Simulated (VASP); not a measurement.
Energy against volume of InP (zinc blende). Level of theory: MS2 meta-GGA, VASP's PBE PAW potentials (set 64) (plane waves; VASP 6.6.1). Numerical set-up: 520 eV cut-off, 8×8×8 Γ-centred mesh, Gaussian smearing of 0.050 eV, potentials In_d P.

| V (Å³/atom) | E (eV/atom) |
|---|---|
| 24.168 | -4.76974 |
| 24.939 | -4.78715 |
| 25.710 | -4.79288 |
| 26.482 | -4.78867 |

Q: Fit these four points and predict the energy of the run at 27.253 Å³/atom.

A: A cubic in V^(−2/3), the third-order Birch-Murnaghan form, passes through the four points with V0 = 25.75 Å³/atom and B0 = 68 GPa, and gives -4.7760 eV/atom there. The run gave -4.7760 eV/atom, -0.0 meV/atom from the fit; all five points give B0 = 68 GPa.

The compound is InP in the zinc blende structure. It was relaxed first.
